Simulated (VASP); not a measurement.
Calculation: SCAN meta-GGA, VASP's PBE PAW potentials (set 64) (plane waves; VASP).

The input files of a VASP run:

INCAR:
```
ALGO = Normal
EDIFF = 1E-7
EDIFFG = -0.01
ENCUT = 520
IBRION = 2
ISIF = 4
ISMEAR = 1
LASPH = .TRUE.
LCHARG = .FALSE.
LMAXMIX = 6
LMIXTAU = .TRUE.
LREAL = .FALSE.
LWAVE = .FALSE.
METAGGA = SCAN
NELM = 100
NSW = 30
PREC = Accurate
SIGMA = 0.1
SYSTEM = Tb
```

File POSCAR:
```
Tb
1.0
  1.7894571650  -3.0994302731   0.0000000000
  1.7894571650   3.0994302731   0.0000000000
  0.0000000000   0.0000000000   5.4623878038
Tb
2
Cart
  1.7894571650   1.0331454907   1.3655969510
  1.7894571650  -1.0331454907   4.0967908529
```

File KPOINTS:
```
Automatic mesh
0
Gamma
12 12 7
0 0 0
```

POTCAR, in this order: Tb_3 (PBE.64 set). Program: vasp_std.

Output

### OSZICAR
```
       N       E                     dE             d eps       ncg     rms          rms(c)
DAV:   1    -0.423143607142E+02   -0.42314E+02   -0.92183E+03  1976   0.130E+03
DAV:   2    -0.940751942542E+02   -0.51761E+02   -0.50668E+02  2056   0.270E+02
DAV:   3    -0.964306086694E+02   -0.23554E+01   -0.21749E+01  2680   0.327E+01
DAV:   4    -0.964871222838E+02   -0.56514E-01   -0.55883E-01  2310   0.508E+00
DAV:   5    -0.964886637045E+02   -0.15414E-02   -0.15404E-02  2879   0.668E-01    0.281E+01
DAV:   6    -0.938382645381E+02    0.26504E+01   -0.82682E-01  2046   0.941E+00    0.151E+01
DAV:   7    -0.924616880185E+02    0.13766E+01   -0.55600E-01  2276   0.755E+00    0.136E+00
DAV:   8    -0.935395485384E+02   -0.10779E+01   -0.57743E-01  2111   0.726E+00    0.280E+00
DAV:   9    -0.935560334805E+02   -0.16485E-01   -0.19292E-01  1981   0.633E+00    0.126E+00
DAV:  10    -0.935593049656E+02   -0.32715E-02   -0.10229E-02  2256   0.134E+00    0.104E+00
DAV:  11    -0.935535341361E+02    0.57708E-02   -0.17521E-02  2001   0.187E+00    0.891E-01
DAV:  12    -0.935807112996E+02   -0.27177E-01   -0.29617E-02  1986   0.244E+00    0.979E-02
DAV:  13    -0.935615276407E+02    0.19184E-01   -0.99728E-02  1976   0.433E+00    0.313E-01
DAV:  14    -0.935623441953E+02   -0.81655E-03   -0.12879E-03  2351   0.424E-01    0.380E-01
DAV:  15    -0.935635191997E+02   -0.11750E-02   -0.19629E-03  1976   0.584E-01    0.204E-01
DAV:  16    -0.935637519695E+02   -0.23277E-03   -0.19552E-03  1986   0.631E-01    0.163E-01
DAV:  17    -0.935630793037E+02    0.67267E-03   -0.94689E-04  2016   0.435E-01    0.144E-01
DAV:  18    -0.935631738587E+02   -0.94555E-04   -0.70343E-05  2171   0.127E-01    0.168E-01
DAV:  19    -0.935629001424E+02    0.27372E-03   -0.25250E-04  1996   0.232E-01    0.819E-02
DAV:  20    -0.935627577999E+02    0.14234E-03   -0.20517E-04  1996   0.201E-01    0.473E-02
DAV:  21    -0.935627660595E+02   -0.82596E-05   -0.68632E-06  2316   0.335E-02    0.468E-02
DAV:  22    -0.935627569411E+02    0.91184E-05   -0.42208E-06  2081   0.291E-02    0.396E-02
DAV:  23    -0.935626834169E+02    0.73524E-04   -0.69994E-05  1986   0.120E-01    0.131E-02
DAV:  24    -0.935626766496E+02    0.67673E-05   -0.34090E-05  1996   0.839E-02    0.639E-03
DAV:  25    -0.935626745815E+02    0.20682E-05   -0.26017E-06  2161   0.233E-02    0.645E-03
DAV:  26    -0.935626697324E+02    0.48491E-05   -0.11140E-06  2046   0.159E-02    0.449E-03
DAV:  27    -0.935626689318E+02    0.80055E-06   -0.25234E-06  1996   0.234E-02    0.288E-03
DAV:  28    -0.935626658715E+02    0.30603E-05   -0.18468E-06  2006   0.200E-02    0.668E-04
DAV:  29    -0.935626666358E+02   -0.76426E-06   -0.12167E-07  1488   0.441E-03    0.196E-03
DAV:  30    -0.935626669369E+02   -0.30117E-06   -0.11535E-07  1461   0.570E-03    0.104E-03
DAV:  31    -0.935626664210E+02    0.51593E-06   -0.58595E-08  1038   0.366E-03    0.897E-04
DAV:  32    -0.935626664862E+02   -0.65153E-07   -0.15206E-08  1018   0.147E-03
   1 F= -.93562666E+02 E0= -.93562843E+02  d E =-.935627E+02
       N       E                     dE             d eps       ncg     rms          rms(c)
DAV:   1    -0.935706170191E+02   -0.79506E-02   -0.35684E-01  1996   0.453E+00    0.370E-01
DAV:   2    -0.935660420175E+02    0.45750E-02   -0.83589E-03  2306   0.847E-01    0.237E-01
DAV:   3    -0.935658102827E+02    0.23173E-03   -0.19472E-03  2126   0.532E-01    0.986E-02
DAV:   4    -0.935656969109E+02    0.11337E-03   -0.12661E-03  2251   0.432E-01    0.569E-02
DAV:   5    -0.935657056422E+02   -0.87313E-05   -0.85818E-04  1976   0.403E-01    0.387E-02
DAV:   6    -0.935656466665E+02    0.58976E-04   -0.19809E-04  1996   0.146E-01    0.107E-02
DAV:   7    -0.935656680516E+02   -0.21385E-04   -0.87592E-05  1986   0.105E-01    0.139E-02
DAV:   8    -0.935656632215E+02    0.48301E-05   -0.24066E-05  1986   0.633E-02    0.461E-03
DAV:   9    -0.935656644371E+02   -0.12157E-05   -0.11631E-05  1996   0.492E-02    0.181E-03
DAV:  10    -0.935656628216E+02    0.16155E-05   -0.13708E-06  2146   0.165E-02    0.103E-03
DAV:  11    -0.935656625209E+02    0.30076E-06   -0.10417E-07  1463   0.476E-03    0.768E-04
DAV:  12    -0.935656629208E+02   -0.39993E-06   -0.12730E-07  1418   0.539E-03    0.106E-04
DAV:  13    -0.935656626016E+02    0.31916E-06   -0.63282E-08  1043   0.354E-03    0.148E-04
DAV:  14    -0.935656626872E+02   -0.85601E-07   -0.11290E-08  1003   0.131E-03
   2 F= -.93565663E+02 E0= -.93565865E+02  d E =-.299620E-02
       N       E                     dE             d eps       ncg     rms          rms(c)
DAV:   1    -0.935683735373E+02   -0.27109E-02   -0.15101E-01  1986   0.294E+00    0.239E-01
DAV:   2    -0.935664034191E+02    0.19701E-02   -0.35175E-03  2316   0.550E-01    0.162E-01
DAV:   3    -0.935663338043E+02    0.69615E-04   -0.77713E-04  2126   0.333E-01    0.743E-02
DAV:   4    -0.935662819999E+02    0.51804E-04   -0.54290E-04  2259   0.280E-01    0.415E-02
DAV:   5    -0.935662789744E+02    0.30256E-05   -0.29999E-04  1976   0.236E-01    0.286E-02
DAV:   6    -0.935662567192E+02    0.22255E-04   -0.83546E-05  2056   0.903E-02    0.702E-03
DAV:   7    -0.935662649749E+02   -0.82557E-05   -0.39964E-05  1976   0.696E-02    0.982E-03
DAV:   8    -0.935662640408E+02    0.93412E-06   -0.89205E-06  2016   0.383E-02    0.405E-03
DAV:   9    -0.935662653993E+02   -0.13585E-05   -0.57101E-06  1996   0.345E-02    0.122E-03
DAV:  10    -0.935662640825E+02    0.13168E-05   -0.15237E-06  2056   0.175E-02    0.818E-04
DAV:  11    -0.935662639432E+02    0.13929E-06   -0.21522E-08  1278   0.196E-03    0.618E-04
DAV:  12    -0.935662641112E+02   -0.16799E-06   -0.74980E-08  1058   0.423E-03    0.241E-04
DAV:  13    -0.935662637924E+02    0.31886E-06   -0.55324E-08  1018   0.319E-03    0.153E-04
DAV:  14    -0.935662638023E+02   -0.98962E-08   -0.16938E-09  1003   0.481E-04
   3 F= -.93566264E+02 E0= -.93566236E+02  d E =-.359732E-02
```

File OUTCAR:
```
------------------------ aborting loop because EDIFF is reached ----------------------------------------
  FORCE on cell =-STRESS in cart. coord.  units (eV):
  Direction    XX          YY          ZZ          XY          YZ          ZX
  --------------------------------------------------------------------------------------
  Total        0.3950230      0.3950229      0.4112533      0.0000000     -0.0000000      0.0000000
  in kB       10.4452124     10.4452093     10.8743741      0.0000000     -0.0000000      0.0000000
  external PRESSURE =      10.5882653 kB  Pullay stress =       0.0000000 kB
  volume of cell :       60.59
      direct lattice vectors                 reciprocal lattice vectors
     1.777309075 -3.078389158 -0.000000000     0.281324170 -0.162422609  0.000000000
     1.777309075  3.078389158 -0.000000000     0.281324170  0.162422609  0.000000000
     0.000000000  0.000000000  5.537314977     0.000000000  0.000000000  0.180592942
 POSITION                                       TOTAL-FORCE (eV/Angst)
 -----------------------------------------------------------------------------------
      1.77731      1.02613      1.38433         0.000000     -0.000000     -0.000000
      1.77731     -1.02613      4.15299        -0.000000      0.000000      0.000000
 -----------------------------------------------------------------------------------
    total drift:                                0.000000      0.000106     -0.000011
  FREE ENERGIE OF THE ION-ELECTRON SYSTEM (eV)
  ---------------------------------------------------
  free  energy   TOTEN  =       -93.5662638023 eV

  energy  without entropy=      -93.5661810202  energy(sigma->0) =      -93.56623621

 reached required accuracy - stopping structural energy minimisation
```
(Selected blocks of OUTCAR.)

CONTCAR:
```
Tb
   1.00000000000000
     1.7773090751048890   -3.0783891583432728   -0.0000000000000000
     1.7773090751048890    3.0783891583432728   -0.0000000000000000
     0.0000000000000000    0.0000000000000000    5.5373149773761634
  Tb
     2
Direct
     0.3333330000000032    0.6666669999999968    0.2500000000000000
     0.6666669999999968    0.3333330000000032    0.7500000000000000
```

**OUTCAR**
```
 val. band max:        3.4147042268   @ k =   0.2500   0.1667   0.4286

 cond. band min:       3.4202438289   @ k =   0.4167   0.1667   0.4286


 Fermi energy:         3.4156436184

 k-point     1 :       0.0000    0.0000    0.0000
  band No.  band energies     occupation
      1     -19.9997      2.00000
      2     -19.2071      2.00000
      3     -19.2071      2.00000
      4     -19.0571      2.00000
      5     -19.0570      2.00000
      6     -18.9796      2.00000
      7      -1.9147      2.00000
      8       1.0906      2.00000
      9       5.0988     -0.00000
     10       5.3323     -0.00000
     11       5.3323     -0.00000
     12       5.8275      0.00000
     13       6.1624      0.00000

 k-point     2 :       0.0833    0.0000    0.0000
  band No.  band energies     occupation
      1     -19.9790      2.00000
      2     -19.2499      2.00000
      3     -19.2218      2.00000
      4     -19.1025      2.00000
      5     -19.0619      2.00000
      6     -18.9896      2.00000
      7      -1.7273      2.00000
      8       1.2673      2.00000
      9       4.8313     -0.00000
     10       4.8995     -0.00000
     11       5.5092      0.00000
     12       5.9461      0.00000
     13       6.1545      0.00000

 k-point     3 :       0.1667    0.0000    0.0000
  band No.  band energies     occupation
      1     -19.9195      2.00000
      2     -19.3668      2.00000
      3     -19.2604      2.00000
      4     -19.2223      2.00000
      5     -19.0763      2.00000
      6     -19.0196      2.00000
      7      -1.1970      2.00000
      8       1.7295      2.00000
      9       4.1816     -0.00000
     10       4.2451     -0.00000
     11       5.4906      0.00000
     12       6.0309      0.00000
     13       6.1029      0.00000

 k-point     4 :       0.2500    0.0000    0.0000
  band No.  band energies     occupation
      1     -19.8293      2.00000
      2     -19.5266      2.00000
      3     -19.3767      2.00000
...
```

The 4f electrons are frozen in the core of the lanthanide potential, so 4f levels, which can set the real gap, and their magnetism are missing.

The compound is Tb in the hcp structure. This cell is one point of a volume scan, at 0.97 of the reference volume. Symmetry was kept, so distortions that lower it aren't found.
